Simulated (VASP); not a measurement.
Data:

```
CELL_PARAMETERS angstrom
      4.00063     0.00000     0.00000
      0.00000     4.00063     0.00000
      0.00000     0.00000     4.00063
ATOMIC_POSITIONS crystal
  Cu 0.00000 0.50000 0.50000
  Cu 0.50000 0.00000 0.50000
  Cu 0.50000 0.50000 0.00000
  Au 0.00000 0.00000 0.00000
```

Computed with vdW-DF2, VASP's PBE PAW potentials (set 64) (plane waves; VASP). Run with 520 eV cut-off, 8×8×8 Γ-centred mesh, first-order Methfessel-Paxton smearing of 0.10 eV, potentials Cu Au.

Unless said otherwise, spin-orbit coupling is left out, though it shifts the bands of the heavy elements here.

Question: Predict the energy per atom (σ→0), pressure, band gap (on the k-mesh) with the smallest direct gap where there is one.

Answer: 
The band gap (on the k-mesh) is none (metal, semimetal or under 0.01 eV) and the energy per atom (σ→0) comes out as -0.320 eV/atom. The pressure comes out as -51.7 kbar.

Only differences to runs with the same potentials and settings are physical.

The compound is Cu3Au in the L1_2 structure. This cell is one point of a volume scan, at 1.06 of the reference volume.
